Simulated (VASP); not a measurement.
# CdSe: what moves the LDA gap besides the functional

Aim: test what besides the functional moves the gap of CdSe. The starting structure is a cell with measured lattice constants from the literature and the atomic positions of a computed structure of the Materials Project. Cell and atoms stay as given unless a step says otherwise.

Calculated with VASP 6.6.1; Kohn-Sham DFT with plane waves and PAW; LDA.

## Step 1: Starting point

It takes space group F-43m (No. 216, cubic). The conventional cell has a = 6.050 Å, b = 6.050 Å, c = 6.050 Å, α = 90.00°, β = 90.00°, γ = 90.00°. Nearest to Cd lie 4 Se at 2.62 Å. Nearest to Se lie 4 Cd at 2.62 Å. Farther neighbours and most contacts between anions are not listed.

As a file:

```
Cd Se
1.0
     0.00000    3.02500    3.02500
     3.02500    0.00000    3.02500
     3.02500    3.02500    0.00000
Cd Se
1 1
Direct
  0.00000 0.00000 0.00000
  0.25000 0.25000 0.25000
```

## Step 2: Reference bands

INCAR reads:

```
SYSTEM = CdSe
PREC = Accurate
ENCUT = 350
EDIFF = 1E-06
NELM = 100
ISMEAR = 0
SIGMA = 0.03
LREAL = .FALSE.
ALGO = Normal
GGA = CA
NBANDS = 21
LORBIT = 11
LWAVE = .FALSE.
LCHARG = .FALSE.
KPAR = 4
LASPH = .TRUE.
```

POSCAR reads:

```
CdSe
1.0
    0.0000000000      3.0250000000      3.0250000000
    3.0250000000      0.0000000000      3.0250000000
    3.0250000000      3.0250000000      0.0000000000
Cd Se
1 1
Direct
    0.0000000000      0.0000000000      0.0000000000
    0.2500000000      0.2500000000      0.2500000000
```

KPOINTS reads:

```
Automatic mesh
0
Gamma
6 6 6
0 0 0
```

KPOINTS_OPT reads:

```
Line mode
10
Line-mode
Reciprocal
  0.00000000   0.00000000   0.00000000 GAMMA
  0.50000000   0.00000000   0.50000000 X

  0.50000000   0.00000000   0.50000000 X
  0.50000000   0.25000000   0.75000000 W

  0.50000000   0.25000000   0.75000000 W
  0.37500000   0.37500000   0.75000000 K

  0.37500000   0.37500000   0.75000000 K
  0.00000000   0.00000000   0.00000000 GAMMA

  0.00000000   0.00000000   0.00000000 GAMMA
  0.50000000   0.50000000   0.50000000 L

  0.50000000   0.50000000   0.50000000 L
  0.62500000   0.25000000   0.62500000 U

  0.62500000   0.25000000   0.62500000 U
  0.50000000   0.25000000   0.75000000 W

  0.50000000   0.25000000   0.75000000 W
  0.50000000   0.50000000   0.50000000 L

  0.50000000   0.50000000   0.50000000 L
  0.37500000   0.37500000   0.75000000 K

  0.62500000   0.25000000   0.62500000 U
  0.50000000   0.00000000   0.50000000 X
```

The projector-augmented-wave data sets are Cd and Se (LDA family, release 64).

Launch:

```console
$ mpirun -np 4 vasp_std
```

The program printed:

```text
[banner, memory and clock lines left out]
running    4 mpi-ranks, on    1 nodes
 distrk:  each k-point on    1 cores,    4 groups
 distr:  one band on    1 cores,    1 groups

 POSCAR found type information on POSCAR CdSe
 POSCAR found :  2 types and       2 ions
 LDA part: xc-table for (Slater(with rela. corr.)+CA(PZ))
 , standard interpolation
 POSCAR, INCAR and KPOINTS ok, starting setup
 FFT: planning ... GRIDC
 FFT: planning ... GRID_SOFT
 FFT: planning ... GRID
 WAVECAR not read
 entering main loop
       N       E                     dE             d eps       ncg     rms          rms(c)
DAV:   1     0.866322391300E+02    0.86632E+02   -0.67812E+03   720   0.559E+02
DAV:   2    -0.380909828734E+01   -0.90441E+02   -0.85726E+02   780   0.179E+02
DAV:   3    -0.711498136686E+01   -0.33059E+01   -0.32902E+01   790   0.350E+01
DAV:   4    -0.712754044149E+01   -0.12559E-01   -0.12558E-01   747   0.213E+00
DAV:   5    -0.712760524989E+01   -0.64808E-04   -0.64808E-04   810   0.139E-01    0.661E+00
DAV:   6    -0.678504500629E+01    0.34256E+00   -0.32625E-01   819   0.680E+00    0.519E+00
DAV:   7    -0.675590200441E+01    0.29143E-01   -0.10322E-01   785   0.183E+00    0.212E+00
DAV:   8    -0.675264040794E+01    0.32616E-02   -0.11474E-02   752   0.102E+00    0.221E-01
DAV:   9    -0.675234026945E+01    0.30014E-03   -0.10876E-03   772   0.364E-01    0.486E-02
DAV:  10    -0.675232759241E+01    0.12677E-04   -0.91439E-05   775   0.109E-01    0.378E-02
DAV:  11    -0.675233242489E+01   -0.48325E-05   -0.16489E-05   727   0.267E-02    0.137E-02
DAV:  12    -0.675233222943E+01    0.19545E-06   -0.52195E-07   500   0.845E-03
   1 F= -.67523322E+01 E0= -.67523322E+01  d E =-.188153E-11
 Start KPOINTS_OPT (optional k-point list driver)
k-point batch [1-16\100]
       N       E                     dE             ncg
DAV:   1    -0.592899366505E+02   -0.56831E+04      728
DAV:   2    -0.148993396980E+04   -0.14306E+04      755
DAV:   3    -0.154229717932E+04   -0.52363E+02      823
DAV:   4    -0.154248708829E+04   -0.18991E+00      786
DAV:   5    -0.154248805043E+04   -0.96213E-03      825
DAV:   6    -0.154248805944E+04   -0.90140E-05      811
DAV:   7    -0.154248805953E+04   -0.93792E-07      647
[...]
k-point batch [97-100\100]
       N       E                     dE             ncg
DAV:   1     0.602827071802E+04   -0.20416E+04      184
DAV:   2     0.568473875448E+04   -0.34353E+03      199
DAV:   3     0.567300393748E+04   -0.11735E+02      203
DAV:   4     0.567295864270E+04   -0.45295E-01      198
DAV:   5     0.567295840141E+04   -0.24129E-03      208
DAV:   6     0.567295839911E+04   -0.23042E-05      203
DAV:   7     0.567295839909E+04   -0.23141E-07      176
```

It took 9.8 s on 4 MPI ranks of Intel Xeon Platinum 8259CL at 2.50GHz (Skylake/Cascade Lake), shared host; peak memory 0.57 GiB.

The logs omit lines about the potential files and the build; timing stands in the text.

OUTCAR, selected parts (step 2):

```text
ion  position               nearest neighbor table
   1  0.000  0.000  0.000-   2 2.62   2 2.62   2 2.62   2 2.62
   2  0.250  0.250  0.250-   1 2.62   1 2.62   1 2.62   1 2.62

  LATTYP: Found a face centered cubic cell.
 ALAT       =     6.0500000000

 Subroutine GETGRP returns: Found 24 space group operations
 (whereof 24 operations were pure point group operations)

The static configuration has the point symmetry T_d .

 Found     16 irreducible k-points:

   k-points           NKPTS =     16   k-points in BZ     NKDIM =     16   number of bands    NBANDS=     21

   dimension x,y,z NGX =    28 NGY =   28 NGZ =   28
   dimension x,y,z NGXF=    56 NGYF=   56 NGZF=   56

   ENCUT  =  350.0 eV  25.72 Ry    5.07 a.u.   6.53  6.53  6.53*2*pi/ulx,y,z

   NELECT =      18.0000    total number of electrons

 k-points in reciprocal lattice and weights: Automatic mesh
   0.00000000  0.00000000  0.00000000       0.005
   0.16666667  0.00000000  0.00000000       0.037
   0.33333333  0.00000000  0.00000000       0.037
   0.50000000  0.00000000  0.00000000       0.019
   0.16666667  0.16666667  0.00000000       0.028
   0.33333333  0.16666667  0.00000000       0.111
   0.50000000  0.16666667  0.00000000       0.111
  -0.33333333  0.16666667  0.00000000       0.111
  -0.16666667  0.16666667  0.00000000       0.056
[...]
-0.33333333  0.33333333  0.16666667       0.111
  -0.33333333  0.50000000  0.16666667       0.056

 average (electrostatic) potential at core
       1 -40.6131       2 -62.6177

 E-fermi :   1.0795

 k-point     1 :       0.0000    0.0000    0.0000
  band No.  band energies     occupation
    ...
      5      -6.6548      2.00000
      6      -6.6548      2.00000
      7       0.9500      2.00000
      8       0.9500      2.00000
      9       0.9500      2.00000
     10       1.3388      0.00000
     11       6.7401      0.00000
     12       6.7401      0.00000
     13       6.7401      0.00000
     14      10.5046      0.00000
    ...

 k-point     2 :       0.1667    0.0000    0.0000
  band No.  band energies     occupation
    ...
      5      -6.6551      2.00000
      6      -6.6551      2.00000
      7      -0.8569      2.00000
      8       0.7280      2.00000
      9       0.7280      2.00000
     10       2.7142      0.00000
     11       6.4975      0.00000
     12       7.0739      0.00000
     13       7.0739      0.00000
     14      11.0133      0.00000
    ...

 k-point     3 :       0.3333    0.0000    0.0000
  band No.  band energies     occupation
    ...
      5      -6.6437      2.00000
      6      -6.6437      2.00000
      7      -2.7201      2.00000
      8       0.3382      2.00000
      9       0.3382      2.00000
     10       3.1808      0.00000
     11       7.3271      0.00000
     12       7.3271      0.00000
     13       7.3694      0.00000
     14      10.5671      0.00000
    ...

  Total       -0.3739220     -0.3739220     -0.3739220     -0.0000000      0.0000000     -0.0000000
  in kB      -10.8214513    -10.8214513    -10.8214513     -0.0000000      0.0000000     -0.0000000
  external PRESSURE =     -10.8214513 kB  Pullay stress =       0.0000000 kB

  energy-cutoff  :      350.00
  volume of cell :       55.36
      direct lattice vectors                 reciprocal lattice vectors
     0.000000000  3.025000000  3.025000000    -0.165289256  0.165289256  0.165289256
     3.025000000  0.000000000  3.025000000     0.165289256 -0.165289256  0.165289256
     3.025000000  3.025000000  0.000000000     0.165289256  0.165289256 -0.165289256

 POSITION                                       TOTAL-FORCE (eV/Angst)
 -----------------------------------------------------------------------------------
      0.00000      0.00000      0.00000        -0.000000     -0.000000     -0.000000
      1.51250      1.51250      1.51250         0.000000      0.000000      0.000000
 -----------------------------------------------------------------------------------
    total drift:                               -0.000000     -0.000000     -0.000000

  FREE ENERGIE OF THE ION-ELECTRON SYSTEM (eV)
  ---------------------------------------------------
  free  energy   TOTEN  =        -6.7523322294 eV

  energy  without entropy=       -6.7523322294  energy(sigma->0) =       -6.75233223

 total charge
# of ion       s       p       d       tot
------------------------------------------
    1        0.461   0.329   9.528  10.318
    2        1.449   2.384   0.024   3.856
--------------------------------------------------
tot          1.910   2.713   9.551  14.174

[... 3 further parts left out ...]
```

Spin-orbit coupling is off here; it would split degenerate levels.

The reference gap is 0.389 eV.

## Step 3: Bands with cell and atoms relaxed by LDA

Against step 2 the input has another starting structure. The cell comes from a relaxation at this level, not shown (54.57 Å³).

INCAR is that of step 2.

POSCAR reads:

```
CdSe
1.0
    0.0000000000      3.0104883696      3.0104883696
    3.0104883696      0.0000000000      3.0104883696
    3.0104883696      3.0104883696      0.0000000000
Cd Se
1 1
Direct
    0.0000000000      0.0000000000      0.0000000000
    0.2500000000      0.2500000000      0.2500000000
```

KPOINTS is that of step 2.

KPOINTS_OPT is that of step 2.

Launch:

```console
$ mpirun -np 4 vasp_std
```

The program printed:

```text
[... set-up lines as in an earlier step ...]
 entering main loop
       N       E                     dE             d eps       ncg     rms          rms(c)
DAV:   1     0.940439605381E+02    0.94044E+02   -0.67595E+03   704   0.563E+02
DAV:   2    -0.342657428670E+01   -0.97471E+02   -0.91998E+02   777   0.185E+02
DAV:   3    -0.711449794708E+01   -0.36879E+01   -0.36703E+01   815   0.374E+01
DAV:   4    -0.712831927537E+01   -0.13821E-01   -0.13821E-01   732   0.228E+00
[...]
DAV:  10    -0.675365265634E+01    0.12909E-04   -0.91025E-05   770   0.110E-01    0.370E-02
DAV:  11    -0.675365725442E+01   -0.45981E-05   -0.16247E-05   737   0.266E-02    0.127E-02
DAV:  12    -0.675365707464E+01    0.17978E-06   -0.52758E-07   472   0.868E-03
   1 F= -.67536571E+01 E0= -.67536571E+01  d E =-.381214E-15
 Start KPOINTS_OPT (optional k-point list driver)
k-point batch [1-16\100]
       N       E                     dE             ncg
DAV:   1    -0.412244985278E+02   -0.57809E+04      728
DAV:   2    -0.146814120964E+04   -0.14269E+04      752
DAV:   3    -0.152006575971E+04   -0.51925E+02      797
DAV:   4    -0.152026049164E+04   -0.19473E+00      772
DAV:   5    -0.152026150758E+04   -0.10159E-02      818
DAV:   6    -0.152026151693E+04   -0.93586E-05      793
DAV:   7    -0.152026151703E+04   -0.91141E-07      671
[...]
k-point batch [97-100\100]
       N       E                     dE             ncg
DAV:   1     0.593923105174E+04   -0.20909E+04      176
DAV:   2     0.556757744361E+04   -0.37165E+03      196
DAV:   3     0.555552788657E+04   -0.12050E+02      208
DAV:   4     0.555548718251E+04   -0.40704E-01      188
DAV:   5     0.555548694769E+04   -0.23481E-03      208
DAV:   6     0.555548694537E+04   -0.23259E-05      188
DAV:   7     0.555548694534E+04   -0.23629E-07      176
```

Elapsed: 10 s, on 4 MPI ranks; peak memory 0.58 GiB; 35 s of CPU time.

From OUTCAR (step 3):

```text
  Total       -0.0933452     -0.0933452     -0.0933452      0.0000000      0.0000000     -0.0000000
  in kB       -2.7407011     -2.7407011     -2.7407011      0.0000000      0.0000000     -0.0000000
  external PRESSURE =      -2.7407011 kB  Pullay stress =       0.0000000 kB

 POSITION                                       TOTAL-FORCE (eV/Angst)
 -----------------------------------------------------------------------------------
      0.00000      0.00000      0.00000         0.000000      0.000000      0.000000
      1.50524      1.50524      1.50524        -0.000000     -0.000000     -0.000000
 -----------------------------------------------------------------------------------
    total drift:                               -0.000000     -0.000000     -0.000000

  FREE ENERGIE OF THE ION-ELECTRON SYSTEM (eV)
  ---------------------------------------------------
  free  energy   TOTEN  =        -6.7536570746 eV

  energy  without entropy=       -6.7536570746  energy(sigma->0) =       -6.75365707

[... 1 part as in an earlier step ...]

[... 2 further parts left out ...]
[key lines of the parts left out:]
E-fermi :   1.2284
```

With cell and atoms relaxed by LDA the gap is 0.418 eV, +0.029 eV from the reference.

## Step 4: Bands with no band path

Against step 2 the input has no band path (also changed: NBANDS).

INCAR: that of step 3 with these lines changed.

```diff
@@ -10,3 +10,3 @@
 GGA = CA
-NBANDS = 21
+NBANDS = 15
 LORBIT = 11
```

POSCAR reads:

```
CdSe
1.0
    0.0000000000      3.0250000000      3.0250000000
    3.0250000000      0.0000000000      3.0250000000
    3.0250000000      3.0250000000      0.0000000000
Cd Se
1 1
Direct
    0.0000000000      0.0000000000      0.0000000000
    0.2500000000      0.2500000000      0.2500000000
```

KPOINTS is that of step 3.

Launch:

```console
$ mpirun -np 4 vasp_std
```

The program printed:

```text
[... set-up lines as in an earlier step ...]
 entering main loop
       N       E                     dE             d eps       ncg     rms          rms(c)
DAV:   1     0.824227673978E+02    0.82423E+02   -0.71160E+03   496   0.776E+02
DAV:   2    -0.427424759178E+01   -0.86697E+02   -0.83424E+02   599   0.229E+02
DAV:   3    -0.711632421290E+01   -0.28421E+01   -0.28390E+01   550   0.433E+01
DAV:   4    -0.712753431967E+01   -0.11210E-01   -0.11210E-01   620   0.261E+00
[...]
DAV:  10    -0.675232800021E+01    0.17268E-04   -0.13790E-04   578   0.170E-01    0.341E-02
DAV:  11    -0.675233255759E+01   -0.45574E-05   -0.16517E-05   543   0.344E-02    0.117E-02
DAV:  12    -0.675233222478E+01    0.33282E-06   -0.15282E-06   401   0.184E-02
   1 F= -.67523322E+01 E0= -.67523322E+01  d E =-.171215E-21
```

It took 3.8 s on 4 MPI ranks; peak memory 0.51 GiB; 10 s of CPU time.

OUTCAR, selected parts (step 4):

```text
  Total       -0.3722115     -0.3722115     -0.3722115     -0.0000000      0.0000000     -0.0000000
  in kB      -10.7719464    -10.7719464    -10.7719464     -0.0000000      0.0000000     -0.0000000
  external PRESSURE =     -10.7719464 kB  Pullay stress =       0.0000000 kB

  FREE ENERGIE OF THE ION-ELECTRON SYSTEM (eV)
  ---------------------------------------------------
  free  energy   TOTEN  =        -6.7523322248 eV

  energy  without entropy=       -6.7523322248  energy(sigma->0) =       -6.75233222

[... 2 parts as in an earlier step ...]

[... 2 further parts left out ...]
[key lines of the parts left out:]
E-fermi :   1.1449
```

With no band path the gap is 0.389 eV, +0.000 eV from the reference, read on the mesh alone.

## Step 5: Bands with a cutoff of 500 eV

Against step 2 the input has ENCUT = 500.

INCAR: that of step 4 with these lines changed.

```diff
@@ -2,3 +2,3 @@
 PREC = Accurate
-ENCUT = 350
+ENCUT = 500
 EDIFF = 1E-06
@@ -10,3 +10,3 @@
 GGA = CA
-NBANDS = 15
+NBANDS = 21
 LORBIT = 11
```

POSCAR is that of step 4.

KPOINTS is that of step 4.

KPOINTS_OPT is that of step 3.

Launch:

```console
$ mpirun -np 4 vasp_std
```

The program printed:

```text
[... set-up lines as in an earlier step ...]
 entering main loop
       N       E                     dE             d eps       ncg     rms          rms(c)
DAV:   1     0.112677585452E+03    0.11268E+03   -0.83555E+03   696   0.750E+02
DAV:   2    -0.206977402874E+01   -0.11475E+03   -0.10574E+03   772   0.206E+02
DAV:   3    -0.710559328490E+01   -0.50358E+01   -0.50078E+01   797   0.443E+01
DAV:   4    -0.712937634039E+01   -0.23783E-01   -0.23781E-01   742   0.311E+00
[...]
DAV:  10    -0.675551704659E+01    0.13549E-04   -0.95184E-05   785   0.112E-01    0.378E-02
DAV:  11    -0.675552206093E+01   -0.50143E-05   -0.17728E-05   737   0.285E-02    0.143E-02
DAV:  12    -0.675552180932E+01    0.25161E-06   -0.63181E-07   510   0.939E-03
   1 F= -.67555218E+01 E0= -.67555218E+01  d E =-.869893E-12
 Start KPOINTS_OPT (optional k-point list driver)
k-point batch [1-16\100]
       N       E                     dE             ncg
DAV:   1     0.335469273146E+03   -0.67064E+04      704
DAV:   2    -0.146960404630E+04   -0.18051E+04      770
DAV:   3    -0.154442055115E+04   -0.74817E+02      812
DAV:   4    -0.154475471388E+04   -0.33416E+00      785
DAV:   5    -0.154475631379E+04   -0.15999E-02      800
DAV:   6    -0.154475632887E+04   -0.15081E-04      792
DAV:   7    -0.154475632902E+04   -0.15518E-06      664
[...]
k-point batch [97-100\100]
       N       E                     dE             ncg
DAV:   1     0.719697232019E+04   -0.23328E+04      168
DAV:   2     0.674626580924E+04   -0.45071E+03      193
DAV:   3     0.672792644883E+04   -0.18339E+02      198
DAV:   4     0.672784499589E+04   -0.81453E-01      198
DAV:   5     0.672784457395E+04   -0.42194E-03      203
DAV:   6     0.672784456979E+04   -0.41589E-05      198
DAV:   7     0.672784456975E+04   -0.44191E-07      171
```

The job ended after 11 s (4 MPI ranks; peak memory 0.67 GiB; 41 s of CPU time).

[end of part 1 of 2]

[Lines on the potential files, build, host, timing and source positions are cut from VASP's logs without a mark.]

[Logs are printed without paths, hosts, clocks, repeated set-up lines and the standing remarks that a program may print on its own settings, such as how far it seeks lower states.]

[Hosts, paths, dates, database ids (printed as entryN), source tags and the programs' standing remarks are cut or masked in the printed files.]
